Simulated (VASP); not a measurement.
Level of theory: PBE GGA, VASP's PBE PAW potentials (set 64) (plane waves; VASP 6.6.1).

The input files of a VASP run:

**POSCAR**
```
Ga
4.530
  0.4988962472  -0.8454746137   0.0000000000
  0.4988962472   0.8454746137   0.0000000000
  0.0000000000   0.0000000000   1.0000000000
Ga
4
Direct
  0.1549000000   0.8451000000   0.9190000000
  0.3451000000   0.6549000000   0.4190000000
  0.6549000000   0.3451000000   0.5810000000
  0.8451000000   0.1549000000   0.0810000000
```

**KPOINTS**
```
Automatic mesh
0
Gamma
4 4 4
0 0 0
```

INCAR:
```
# general
SYSTEM  = Ga
PREC    = Accurate
ENCUT   = 300
LREAL   = .FALSE.   # projection in real space or not
LASPH   = .TRUE.

# electronic loop
EDIFF   = 1E-6
NELM    = 100
ALGO    = Normal   # blocked Davidson
LMAXMIX = 4   # l cut-off of mixed one-centre charges

# smearing
ISMEAR  = 0   # Gaussian
SIGMA   = 0.272   # width (eV)

# functional
GGA     = PE   # PBE

# ions
ISIF    = 2   # forces and stress, cell fixed

# output
LWAVE   = .FALSE.
LCHARG  = .FALSE.
```

POTCAR, in this order: Ga_d (PBE.64 set). Program: vasp_std.

At this cut-off the stress carries a Pulay error, which pulls relaxed volumes low.

### Question
Predict the energy per atom (σ→0), pressure, largest force, band gap (on the k-mesh).

### Answer

| Item | Result |
|---|---|
| energy per atom (σ→0) | -2.924 eV/atom |
| band gap (on the k-mesh) | none (metal, semimetal or under 0.01 eV) |
| pressure | 1.96 GPa |
| largest force | 0.253 eV/Å |

File OSZICAR:
```
...
DAV:   6    -0.117314603512E+02    0.74949E-01   -0.19578E-01  1563   0.616E+00    0.136E+00
DAV:   7    -0.117168740691E+02    0.14586E-01   -0.59446E-02  1806   0.273E+00    0.305E-01
DAV:   8    -0.117158763461E+02    0.99772E-03   -0.14061E-02  1393   0.137E+00    0.476E-02
DAV:   9    -0.117160170504E+02   -0.14070E-03   -0.94398E-04  1479   0.330E-01    0.242E-02
DAV:  10    -0.117160296900E+02   -0.12640E-04   -0.22058E-04  1513   0.169E-01    0.633E-03
DAV:  11    -0.117160295300E+02    0.16007E-06   -0.42902E-05  1534   0.828E-02    0.450E-03
DAV:  12    -0.117160292517E+02    0.27827E-06   -0.74362E-06  1508   0.311E-02
   1 F= -.11716029E+02 E0= -.11696272E+02  d E =-.395141E-01
```

The structure is a typed Ga crystal (Cmce). The cell was not relaxed at this level. The k-mesh is coarse (spacing up to 0.40 per Å, 2π included), so the numbers may not be converged in it.
